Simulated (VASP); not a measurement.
Level of theory: PBEsol GGA, VASP's PBE PAW potentials (set 64) (plane waves; VASP).

VASP ran on this input.

### POSCAR
```
HfB2
1
    3.1627540000     0.0000000000     0.0000000000
   -1.5813770000     2.7390250000     0.0000000000
    0.0000000000     0.0000000000     3.5126100000
Hf B
1 2
Direct
  0.0000000000   0.0000000000   0.0000000000
  0.3333330000   0.6666670000   0.5000000000
  0.6666670000   0.3333330000   0.5000000000
```

### INCAR
```
# general
SYSTEM  = HfB2
PREC    = Accurate
ENCUT   = 280
LREAL   = .FALSE.
LASPH   = .TRUE.

# electronic loop
EDIFF   = 1E-6
NELM    = 100
ALGO    = Normal
LMAXMIX = 6

# smearing
ISMEAR  = -1
SIGMA   = 0.1

# functional
GGA     = PS

# ions
ISIF    = 2

# output
LWAVE   = .FALSE.
LCHARG  = .FALSE.
```

KPOINTS:
```
Automatic mesh
0
Gamma
8 8 8
0 0 0
```

POTCAR, in this order: Hf_pv B (PBE.64 set). Program: vasp_std.

The run wrote:

**OSZICAR**
```
       N       E                     dE             d eps       ncg     rms          rms(c)
DAV:   1     0.104381377748E+02    0.10438E+02   -0.57872E+03  1208   0.772E+02
DAV:   2    -0.288510746676E+02   -0.39289E+02   -0.37293E+02  1456   0.175E+02
DAV:   3    -0.299392779061E+02   -0.10882E+01   -0.10764E+01  1576   0.241E+01
DAV:   4    -0.299466315003E+02   -0.73536E-02   -0.73478E-02  1440   0.216E+00
DAV:   5    -0.299467191791E+02   -0.87679E-04   -0.87666E-04  1564   0.180E-01    0.514E+01
DAV:   6    -0.278742740317E+02    0.20724E+01   -0.48178E+00  1428   0.139E+01    0.374E+01
DAV:   7    -0.278272749650E+02    0.46999E-01   -0.14488E+00  1512   0.818E+00    0.110E+01
DAV:   8    -0.277687724872E+02    0.58502E-01   -0.39729E-01  1400   0.418E+00    0.162E+00
DAV:   9    -0.277650746180E+02    0.36979E-02   -0.28598E-02  1416   0.124E+00    0.335E-01
DAV:  10    -0.277649501242E+02    0.12449E-03   -0.97472E-04  1500   0.239E-01    0.279E-01
DAV:  11    -0.277649539731E+02   -0.38489E-05   -0.71484E-05  1472   0.662E-02    0.115E-01
DAV:  12    -0.277649511255E+02    0.28477E-05   -0.96872E-06  1468   0.246E-02    0.281E-02
DAV:  13    -0.277649512567E+02   -0.13124E-06   -0.31128E-07   804   0.506E-03
   1 F= -.27764951E+02 E0= -.27759774E+02  d E =-.103548E-01
```

### OUTCAR
```
------------------------ aborting loop because EDIFF is reached ----------------------------------------
  FORCE on cell =-STRESS in cart. coord.  units (eV):
  Direction    XX          YY          ZZ          XY          YZ          ZX
  --------------------------------------------------------------------------------------
  Total       -2.2842339     -2.2842334     -2.5481350      0.0000000     -0.0000000      0.0000000
  in kB     -120.2706950   -120.2706678   -134.1657512      0.0000000     -0.0000000      0.0000000
  external PRESSURE =    -124.9023713 kB  Pullay stress =       0.0000000 kB
  volume of cell :       30.43
      direct lattice vectors                 reciprocal lattice vectors
     3.162754000  0.000000000  0.000000000     0.316180139  0.182546709  0.000000000
    -1.581377000  2.739025000  0.000000000     0.000000000  0.365093418  0.000000000
     0.000000000  0.000000000  3.512610000     0.000000000  0.000000000  0.284688593
 POSITION                                       TOTAL-FORCE (eV/Angst)
 -----------------------------------------------------------------------------------
      0.00000      0.00000      0.00000         0.000000      0.000000      0.000000
     -0.00000      1.82602      1.75631        -0.000000      0.000000      0.000000
      1.58138      0.91301      1.75631         0.000000     -0.000000      0.000000
 -----------------------------------------------------------------------------------
    total drift:                                0.000000     -0.000000      0.000000
  FREE ENERGIE OF THE ION-ELECTRON SYSTEM (eV)
  ---------------------------------------------------
  free  energy   TOTEN  =       -27.7649512567 eV

  energy  without entropy=      -27.7545964407  energy(sigma->0) =      -27.75977385
```
(Selected blocks of OUTCAR.)

At this cut-off the stress carries a Pulay error, which pulls relaxed volumes low.

The structure comes from a computed database's HfB2 entry; how it stands against other phases isn't given here. The cell was not relaxed at this level. The run is one of a series of settings (ENCUT = 280, KPOINTS 8×8×8 Γ-centred mesh against the base run), some of them coarse on purpose.
